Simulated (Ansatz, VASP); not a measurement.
# Ge12H13 (Ge wire along [111], 24 atoms a period, H-terminated) in two plane-wave programs

Aim: how closely do two programs agree when they are given the same cell, functional and k mesh? Of the first pair: The structure shown is the start of the Ansatz relaxation below; VASP solves that cell, so the two are compared at the walk's first step.

Program: Ansatz 0.2.0. Level of theory: plane waves, with VASP 6.6.1 beside it; single point at PBE. Results are calculated unless marked as measured.

## (1) The starting structure

The cell holds 50 atoms: 24 Ge and 26 H. Its edges and angles: a = 15.457 Å, b = 16.796 Å, c = 10.140 Å, α = 90.0°, β = 90.0°, γ = 90.0°. Vacuum lies along a and b. The structure's axis is c.

## (2) Ansatz: relaxation, PBE

Ansatz runs on its default PAW (the set named soft_2) files.

The two programs are compared at the cell with which this relaxation starts, whose forces are those of its first step.

File input.yaml:

```yaml
crystal:
  lattice:
    - [15.457, 0.0, 0.0]
    - [0.0, 16.796, 0.0]
    - [0.0, 0.0, 10.1400032722]
  atoms:
    - { symbol: Ge, position: [0.303236838, 0.639546401, 0.99999444] }
    - { symbol: Ge, position: [0.43186495, 0.431947546, 0.996953748] }
    - { symbol: Ge, position: [0.562921318, 0.640833807, 0.996953651] }
    - { symbol: Ge, position: [0.301482603, 0.640474495, 0.246071997] }
    - { symbol: Ge, position: [0.433067727, 0.433834563, 0.245989582] }
    - { symbol: Ge, position: [0.561741897, 0.638930669, 0.24599062] }
    - { symbol: Ge, position: [0.691098135, 0.433466043, 0.246003197] }
    - { symbol: H, position: [0.561889755, 0.277869544, 0.28057562] }
    - { symbol: H, position: [0.772922129, 0.614245137, 0.280560818] }
    - { symbol: H, position: [0.219114306, 0.598392595, 0.298815806] }
    - { symbol: H, position: [0.29987891, 0.72715846, 0.298820757] }
    - { symbol: H, position: [0.350781632, 0.390056956, 0.297481612] }
    - { symbol: H, position: [0.561802453, 0.726400576, 0.297481582] }
    - { symbol: H, position: [0.773006473, 0.389941839, 0.298957972] }
    - { symbol: Ge, position: [0.430713416, 0.57181662, 0.330890368] }
    - { symbol: Ge, position: [0.562173058, 0.365209893, 0.332375606] }
    - { symbol: Ge, position: [0.6908762, 0.570345814, 0.33237655] }
    - { symbol: Ge, position: [0.430455244, 0.571950025, 0.580430953] }
    - { symbol: Ge, position: [0.565025266, 0.364612133, 0.5801271] }
    - { symbol: Ge, position: [0.692863392, 0.56838088, 0.580129987] }
    - { symbol: H, position: [0.219487165, 0.558575229, 0.623505818] }
    - { symbol: H, position: [0.286754722, 0.423758185, 0.606693142] }
    - { symbol: H, position: [0.365297173, 0.298369707, 0.607593337] }
    - { symbol: H, position: [0.337524709, 0.746755256, 0.623553352] }
    - { symbol: H, position: [0.474483275, 0.190909712, 0.64152615] }
    - { symbol: H, position: [0.49802013, 0.760585389, 0.606677241] }
    - { symbol: H, position: [0.65525895, 0.760661812, 0.607617002] }
    - { symbol: H, position: [0.811002817, 0.727445887, 0.641458108] }
    - { symbol: H, position: [0.653803137, 0.329730632, 0.624300598] }
    - { symbol: H, position: [0.770079629, 0.515071415, 0.624316571] }
    - { symbol: Ge, position: [0.298520032, 0.507998619, 0.666972156] }
    - { symbol: Ge, position: [0.452568392, 0.278571781, 0.675376026] }
    - { symbol: Ge, position: [0.424650598, 0.709070921, 0.666975611] }
    - { symbol: Ge, position: [0.560740284, 0.502732606, 0.665026024] }
    - { symbol: Ge, position: [0.717576362, 0.701036131, 0.675359258] }
    - { symbol: Ge, position: [0.302799924, 0.502554696, 0.913755921] }
    - { symbol: Ge, position: [0.437001261, 0.29286887, 0.919202108] }
    - { symbol: Ge, position: [0.431939372, 0.708386153, 0.913755263] }
    - { symbol: Ge, position: [0.562006067, 0.502059502, 0.914412298] }
    - { symbol: Ge, position: [0.696372054, 0.706279592, 0.919194021] }
    - { symbol: H, position: [0.221601224, 0.68293832, 0.945267238] }
    - { symbol: H, position: [0.69331738, 0.346550813, 0.946251818] }
    - { symbol: H, position: [0.774002557, 0.475173804, 0.946260678] }
    - { symbol: H, position: [0.220708914, 0.459049396, 0.966476013] }
    - { symbol: H, position: [0.354784586, 0.248442508, 0.967033588] }
    - { symbol: H, position: [0.431828654, 0.795564519, 0.966464191] }
    - { symbol: H, position: [0.515297914, 0.252194845, 0.987580335] }
    - { symbol: H, position: [0.697083678, 0.794013718, 0.967049151] }
    - { symbol: H, position: [0.773796743, 0.66420086, 0.987553104] }
    - { symbol: Ge, position: [0.691571457, 0.433219892, 0.999145247] }
kpoints:
  mp_grid: { grid: [1, 1, 6] }
  band_path: { path: ["Γ", Z], npoints: 90 }
scf:
  occupations: { method: fermi_dirac, width: 0.05 }
hamiltonian:
  xc: pbe
relax:
  max_steps: 40
  f_tol: 0.02
output:
  stress: true
```

Started as:

```
$ ansatz run input.yaml --threads 4 --pin off --max-ram 16384MiB --backend cpu --events-out ev --progress --plain --runs-dir out
```

Numbers of over 12 decimals in the logs are rounded to 6 here.

The program printed:

```text
Warning: output.stress: scf.convergence.dr2_threshold = 1e-7 eV (the SCF's general default) is looser than the 5e-9 eV advised for a printed stress (1e-10 eV for each atom of the cell: 50). What an SCF threshold leaves in a stress goes as its square root, and in the free energy as the threshold itself, and one threshold admits the most on a small cell: [figures from the program's tests cut] Every solve of this run an [...]
Engine: ansatz 0.2.0, aarch64-unknown-linux-gnu
Pseudopotentials: kind: paw
Pseudopotential: Ge, paw, valence charge 14, recommended cutoff 420 eV (normal), Ge.paw.azcp
Pseudopotential: H, paw, valence charge 1, recommended cutoff 420 eV (normal), H.paw.azcp
Functional definition: PBE
  parameter kappa = 0.804
  parameter beta = 0.066725
  exchange = pbe_x(kappa = kappa, mu = beta*pi^2/3)
  correlation = pbe_c(beta = beta)
Crystal: 50 atoms, lattice volume = 2632.505 Å³
Basis set: ecut = 420 eV, 51411 PW (Γ), exchange–correlation on 216×240×144 points (8 copies of the dense FFT grid, shifted against one another)
Bands: 231, of which v1, the nominal top of the filled ones, is band 181 counted from 1 (180 counted from 0)
Symmetry: 1 space group operations
Space group: P1 (ITA 1), of the structure as read, at distance tolerance 1.4e-4 Å
k-points: 4 of 6 (time reversal used)
Non-local potential: Ge, projectors of the file, l = 0: 2, l = 1: 2, l = 2: 3, l = 3: 1
Non-local potential: H, projectors of the file, l = 0: 2, l = 1: 1
PAW form: soft (Blöchl's): semilocal exchange-correlation on the pseudo side does not see the compensation charge
PAW one-centre angular grid: Ge, 590 points (default); XC on 64 Gauss nodes
PAW one-centre angular grid: H, 110 points (default); XC on 64 Gauss nodes
Initial density: superposition of atomic densities (neutral atoms: chi_scale 0, normalization atom), corrected by the library's trained network
Initial wavefunctions: pseudopotential atomic-orbital guess
Functional: x = pbe(κ = 0.804, μ = 0.219515), c = pbe(β = 0.066725)
SCF iter   1: F=—  HF=-103486.556683 eV  |F-HF|=—  |Δ(HF+E_count)|=         —  Δρ=1.09e-3  dr2=4.78e-2  ethr=1.77e-3  ⟨swp⟩=6.0  Hψ=3633  notcnv=0  defer=111
preconditioner: auto → Resta (q_TF=auto, 1.960 Å⁻¹)  ε∞=1.4  [insulator: Δε(μ)=2.299 eV  Ē_g=21.642 eV  σ=0.050 eV  W_gap=1.00  n_scr=328 (ndim 8)  ℏωp=13.8 eV  f_vac=0.666  D(μ)=0.00/eV (n_scr^D=0)  ε∞_Penn≈1.4  vacuum switching on, ρ_ref=3.4e-2 e/Å³]
SCF iter   2: F=—  HF=-103486.564142 eV  |F-HF|=—  |Δ(HF+E_count)|=   7.46e-3  Δρ=5.04e-4  dr2=1.02e-2  ethr=1.32e-5  ⟨swp⟩=2.0  Hψ=1800  notcnv=0  defer=169
SCF iter   3: F=—  HF=-103486.569031 eV  |F-HF|=—  |Δ(HF+E_count)|=   4.89e-3  Δρ=2.13e-4  dr2=2.63e-3  ethr=2.83e-6  ⟨swp⟩=2.0  Hψ=1476  notcnv=0  defer=169
SCF iter   4: F=—  HF=-103486.571164 eV  |F-HF|=—  |Δ(HF+E_count)|=   2.13e-3  Δρ=8.01e-5  dr2=3.78e-4  ethr=7.26e-7  ⟨swp⟩=2.0  Hψ=996  notcnv=0  defer=169
SCF iter   5: F=—  HF=-103486.571159 eV  |F-HF|=—  |Δ(HF+E_count)|=   4.23e-6  Δρ=3.35e-5  dr2=7.69e-5  ethr=1.04e-7  ⟨swp⟩=2.0  Hψ=1520  notcnv=0  defer=172
SCF iter   6: F=-103486.571185 eV  HF=-103486.571187 eV  |F-HF|=1.61e-6  |Δ(HF+E_count)|=   2.72e-5  Δρ=1.09e-5  dr2=6.94e-6  ethr=2.76e-9  ⟨swp⟩=3.0  Hψ=2660  notcnv=0
SCF 1 converged in 6 iterations: F = -103486.571185 eV  dr2 = 6.94e-6
  greatest PAW one-centre occupation: 0.998 electrons in one spin orbital (limit 2), on the Ge atom at site 34 (counted from 0), in its partial waves of l = 2
relax step   1: F+E_penalty+E_count = -103486.57118496 eV  Δ(F+E_penalty+E_count) = +0.000e0 eV  max|allowed force component| = 2.036e-1 eV/Å  Δτ_max = 0.0000 Å  (6 SCF iters, dr2 threshold 1.00e-5 eV, accepted)
Initial density: handed on by an earlier stage of this run
Initial wavefunctions: those handed on with the density
iter 1 solved again at ethr=4.00e-5 eV; its pass at ethr=3.10e-3 eV (dr2=1.45e-1 eV) is discarded
SCF iter   1: F=—  HF=-103486.664098 eV  |F-HF|=—  |Δ(HF+E_count)|=         —  Δρ=2.98e-3  dr2=1.50e-1  ethr=4.00e-5  ⟨swp⟩=1.5  Hψ=2426  notcnv=0  defer=172
[...]
k-point 3: bands = [... 177 lower, -3.2094, -3.1964, -3.1046, -3.0965, -0.0724, 0.1223, 0.2321, 0.4324, ... 46 higher]
--- Relaxed structure (4 steps of the walk, 4 accepted, 0 SCFs on fresh bases) ---
  F+E_penalty+E_count = -103486.64661102 eV   max|allowed force component| = 4.672e-3 eV/Å
  atoms:
    - { symbol: Ge, position: [0.304418, 0.638920, 1.000526] }
    - { symbol: Ge, position: [0.433010, 0.432144, 0.997063] }
    - { symbol: Ge, position: [0.563312, 0.639826, 0.997062] }
    - { symbol: Ge, position: [0.302246, 0.640068, 0.242734] }
    - { symbol: Ge, position: [0.432934, 0.434349, 0.243257] }
    - { symbol: Ge, position: [0.561193, 0.638782, 0.243258] }
    - { symbol: Ge, position: [0.689079, 0.434538, 0.247316] }
    - { symbol: H, position: [0.561294, 0.278144, 0.285224] }
    - { symbol: H, position: [0.772370, 0.614578, 0.285212] }
    - { symbol: H, position: [0.218962, 0.598533, 0.292335] }
    - { symbol: H, position: [0.299666, 0.727208, 0.292339] }
    - { symbol: H, position: [0.349715, 0.390630, 0.290395] }
    - { symbol: H, position: [0.560732, 0.726965, 0.290400] }
    - { symbol: H, position: [0.771521, 0.390727, 0.296761] }
    - { symbol: Ge, position: [0.430603, 0.571878, 0.331044] }
    - { symbol: Ge, position: [0.560590, 0.365934, 0.334027] }
    - { symbol: Ge, position: [0.689405, 0.571245, 0.334027] }
    - { symbol: Ge, position: [0.430637, 0.571855, 0.579178] }
    - { symbol: Ge, position: [0.563779, 0.365386, 0.578293] }
    - { symbol: Ge, position: [0.691513, 0.568989, 0.578295] }
    - { symbol: H, position: [0.219781, 0.558222, 0.629384] }
    - { symbol: H, position: [0.287111, 0.423762, 0.612720] }
    - { symbol: H, position: [0.364257, 0.298526, 0.612761] }
    - { symbol: H, position: [0.337999, 0.746693, 0.629429] }
    - { symbol: H, position: [0.474075, 0.191803, 0.645234] }
    - { symbol: H, position: [0.498189, 0.760303, 0.612700] }
    - { symbol: H, position: [0.654586, 0.761413, 0.612784] }
    - { symbol: H, position: [0.809956, 0.727329, 0.645158] }
    - { symbol: H, position: [0.652720, 0.329473, 0.618580] }
    - { symbol: H, position: [0.769781, 0.516065, 0.618600] }
    - { symbol: Ge, position: [0.299811, 0.508338, 0.669915] }
    - { symbol: Ge, position: [0.452559, 0.279798, 0.676909] }
    - { symbol: Ge, position: [0.424975, 0.707874, 0.669920] }
    - { symbol: Ge, position: [0.560719, 0.502746, 0.665402] }
    - { symbol: Ge, position: [0.716417, 0.700433, 0.676890] }
    - { symbol: Ge, position: [0.304465, 0.502644, 0.912814] }
    - { symbol: Ge, position: [0.438525, 0.293680, 0.916966] }
    - { symbol: Ge, position: [0.432690, 0.707015, 0.912814] }
    - { symbol: Ge, position: [0.562683, 0.501702, 0.912726] }
    - { symbol: Ge, position: [0.696376, 0.704658, 0.916956] }
    - { symbol: H, position: [0.222283, 0.682573, 0.949183] }
    - { symbol: H, position: [0.693864, 0.346350, 0.955028] }
    - { symbol: H, position: [0.774465, 0.474836, 0.955038] }
    - { symbol: H, position: [0.221841, 0.458709, 0.961557] }
    - { symbol: H, position: [0.356550, 0.248320, 0.962446] }
    - { symbol: H, position: [0.432712, 0.794833, 0.961545] }
    - { symbol: H, position: [0.517015, 0.252322, 0.982347] }
    - { symbol: H, position: [0.698091, 0.792666, 0.962464] }
    - { symbol: H, position: [0.774540, 0.662764, 0.982309] }
    - { symbol: Ge, position: [0.690780, 0.433639, 1.004009] }
```

The column dr2 measures how far the density is from self-consistency, as an energy; F and HF (Harris–Foulkes) agree once it is small.

## (3) VASP: single point, PBE, start cell, pair 1

The same cell, functional, mesh and smearing now go to VASP, with its own data sets.

Lines of VASP's logs that name or quote its potential files are left out, and so is its time.

File INCAR:

```
SYSTEM = Ge12H13
PREC = Accurate
ENCUT = 410
EDIFF = 1E-06
NELM = 120
ISMEAR = -1
SIGMA = 0.05
LREAL = Auto
ALGO = Normal
GGA = PE
NBANDS = 216
LORBIT = 11
LWAVE = .FALSE.
LCHARG = .FALSE.
ISIF = 2
LASPH = .TRUE.
GGA_COMPAT = .FALSE.
EFERMI = MIDGAP
KPAR = 4
```

File POSCAR:

```
Ge12H13
1.0
   15.4570000000      0.0000000000      0.0000000000
    0.0000000000     16.7960000000      0.0000000000
    0.0000000000      0.0000000000     10.1400032722
Ge H
24 26
Direct
    0.3032368506      0.6395463801      0.9999944505
    0.4318649803      0.4319475470      0.9969537217
    0.5629213301      0.6408338295      0.9969536231
    0.3014826292      0.6404745177      0.2460720113
    0.4330677363      0.4338345439      0.2459895656
    0.5617419292      0.6389306978      0.2459906504
    0.6910981432      0.4334660633      0.2460031751
    0.4307133985      0.5718166230      0.3308903271
    0.5621730607      0.3652098714      0.3323756324
    0.6908761726      0.5703457966      0.3323765200
    0.4304552630      0.5719500476      0.5804309764
    0.5650252960      0.3646121100      0.5801271303
    0.6928633629      0.5683808645      0.5801299903
    0.2985200233      0.5079986306      0.6669721714
    0.4525684156      0.2785718028      0.6753760148
    0.4246505790      0.7090709097      0.6669756230
    0.5607403118      0.5027326149      0.6650260181
    0.7175763732      0.7010361396      0.6753592495
    0.3027998965      0.5025547154      0.9137559182
    0.4370012292      0.2928688974      0.9192020702
    0.4319393802      0.7083861634      0.9137552278
    0.5620060814      0.5020594784      0.9144123282
    0.6963720644      0.7062795904      0.9191939835
    0.6915714563      0.4332198738      0.9991452397
    0.5618897587      0.2778695523      0.2805756491
    0.7729221065      0.6142451179      0.2805608562
    0.2191143171      0.5983925935      0.2988157813
    0.2998788898      0.7271584306      0.2988207122
    0.3507816523      0.3900569779      0.2974816594
    0.5618024843      0.7264005716      0.2974815608
    0.7730064696      0.3899418314      0.2989579903
    0.2194871579      0.5585752560      0.6235058146
    0.2867547390      0.4237581567      0.6066930981
    0.3652971469      0.2983697309      0.6075932951
    0.3375246814      0.7467552393      0.6235533491
    0.4744832762      0.1909097404      0.6415261243
    0.4980201203      0.7605853775      0.6066772204
    0.6552589765      0.7606618242      0.6076169637
    0.8110028466      0.7274458800      0.6414580770
    0.6538031313      0.3297306502      0.6243005875
    0.7700796403      0.5150713860      0.6243165638
    0.2216012163      0.6829383186      0.9452672492
    0.6933173966      0.3465507859      0.9462518643
    0.7740025878      0.4751737914      0.9462606414
    0.2207089345      0.4590494165      0.9664760195
    0.3547845636      0.2484424863      0.9670336130
    0.4318286860      0.7955645392      0.9664641852
    0.5152979233      0.2521948678      0.9875803519
    0.6970836514      0.7940136937      0.9670491948
    0.7737967264      0.6642008812      0.9875531330
```

File KPOINTS:

```
Automatic mesh
0
Gamma
1 1 6
0 0 0
```

PAW data sets: Ge_d and H (PBE family, release 64).

Started as:

```
$ mpirun -np 8 vasp_std
```

The program printed:

```text
[banner, memory and clock lines left out]
running    8 mpi-ranks, on    1 nodes
[...]
|                                                                             |
|           W    W    AA    RRRRR   N    N  II  N    N   GGGG   !!!           |
|           W    W   A  A   R    R  NN   N  II  NN   N  G    G  !!!           |
|           W    W  A    A  R    R  N N  N  II  N N  N  G       !!!           |
|           W WW W  AAAAAA  RRRRR   N  N N  II  N  N N  G  GGG   !            |
|           WW  WW  A    A  R   R   N   NN  II  N   NN  G    G                |
|           W    W  A    A  R    R  N    N  II  N    N   GGGG   !!!           |
|                                                                             |
|     For optimal performance we recommend to set                             |
|       NCORE = 2 up to number-of-cores-per-socket                            |
|     NCORE specifies how many cores store one orbital (NPAR=cpu/NCORE).      |
|     This setting can greatly improve the performance of VASP for DFT.       |
|     The default, NCORE=1 might be grossly inefficient on modern             |
|     multi-core architectures or massively parallel machines. Do your        |
|     Unfortunately you need to use the default for GW and RPA                |
|     calculations (for HF NCORE is supported but not extensively tested      |
|     yet).                                                                   |
|                                                                             |

 LDA part: xc-table for (Slater+PW92), standard interpolation
 POSCAR, INCAR and KPOINTS ok, starting setup
[...]
entering main loop
       N       E                     dE             d eps       ncg     rms          rms(c)
DAV:   1     0.355964172530E+04    0.35596E+04   -0.15446E+05  1848   0.200E+03
DAV:   2     0.421194376284E+03   -0.31384E+04   -0.30487E+04  2320   0.469E+02
DAV:   3    -0.151424878296E+03   -0.57262E+03   -0.56338E+03  2400   0.204E+02
DAV:   4    -0.196515390474E+03   -0.45091E+02   -0.44844E+02  2008   0.634E+01
[...]
DAV:  24    -0.190769444429E+03   -0.37965E-05   -0.85561E-07  1264   0.907E-03    0.486E-04
DAV:  25    -0.190769446999E+03   -0.25693E-05   -0.32525E-07  1224   0.566E-03    0.248E-04
DAV:  26    -0.190769447703E+03   -0.70437E-06   -0.28109E-07  1264   0.303E-03
   1 F= -.19076945E+03 E0= -.19076945E+03  d E =-.136795E-09
```

OUTCAR, selected parts (step 3):

```text
  Total       -4.2550591     -4.1666719    -15.1072083      0.0502458     -0.0143874      0.0314780
  in kB       -2.5896854     -2.5358918     -9.1944474      0.0305802     -0.0087564      0.0191579
  external PRESSURE =      -4.7733415 kB  Pullay stress =       0.0000000 kB

 POSITION                                       TOTAL-FORCE (eV/Angst)
 -----------------------------------------------------------------------------------
      4.68713     10.74182     10.13995        -0.030747      0.015787      0.171035
      6.67534      7.25499     10.10911        -0.002170      0.007941      0.162199
      8.70107     10.76345     10.10911        -0.008698      0.001314      0.161701
      4.66002     10.75741      2.49517        -0.006815      0.004322     -0.188444
      6.69393      7.28668      2.49434        -0.014854     -0.015084     -0.155505
      8.68284     10.73148      2.49435         0.005295      0.016221     -0.155709
     10.68230      7.28050      2.49447         0.023119     -0.014199     -0.176908
      6.65754      9.60423      3.35523         0.001287     -0.002333      0.143155
      8.68951      6.13407      3.37029         0.001398     -0.020962      0.171997
     10.67887      9.57953      3.37030         0.022769      0.013715      0.172235
      6.65355      9.60647      5.88557        -0.001650     -0.001671     -0.128539
      8.73360      6.12402      5.88249         0.001630     -0.000173     -0.166767
     10.70959      9.54653      5.88252         0.001611     -0.001323     -0.166494
      4.61422      8.53234      6.76310        -0.006316     -0.024927      0.186047
[...]
-----------------------------------------------------------------------------------
    total drift:                                0.010583      0.002096      0.003618

  FREE ENERGIE OF THE ION-ELECTRON SYSTEM (eV)
  ---------------------------------------------------
  free  energy   TOTEN  =      -190.7694477031 eV

  energy  without entropy=     -190.7694477030  energy(sigma->0) =     -190.76944770

[... 3 further parts left out ...]
[key lines of the parts left out:]
E-fermi :  -2.0071
```

## (4) Comparison

Known differences besides the potentials themselves: the cutoff is 420 eV in Ansatz and 410 eV in VASP (PREC = Accurate, projectors in real space). Total energies have different zeros and are not compared.

Forces on 7 of the 50 atoms, those with the largest forces and the largest differences (eV/Å; atoms numbered as in POSCAR):

| atom | Ansatz x, y, z | VASP x, y, z |
| --- | --- | --- |
| Ge4 | 0.008, -0.005, -0.204 | -0.007, 0.004, -0.188 |
| Ge15 | -0.045, 0.057, 0.197 | -0.061, 0.039, 0.181 |
| Ge16 | 0.023, -0.001, 0.199 | 0.018, 0.022, 0.186 |
| Ge18 | -0.071, 0.010, 0.197 | -0.064, 0.029, 0.181 |
| Ge20 | 0.053, -0.036, -0.198 | 0.053, -0.054, -0.185 |
| Ge23 | 0.057, -0.027, -0.198 | 0.074, -0.019, -0.184 |
| Ge24 | 0.000, 0.000, 0.200 | 0.017, -0.011, 0.184 |

The forces differ by 12 meV/Å r.m.s., which is 15.4 % of the r.m.s. force of 0.077 eV/Å (both taken over all components).

(Part 1 of 2 ends here.)

[Lines on the potential files, build, host, timing and source positions are cut from VASP's logs without a mark.]

[Logs are printed without paths, hosts, clocks, repeated set-up lines and the standing remarks that a program may print on its own settings, such as how far it seeks lower states.]

[Hosts, paths, dates, database ids (printed as entryN), source tags and the programs' standing remarks are cut or masked in the printed files.]
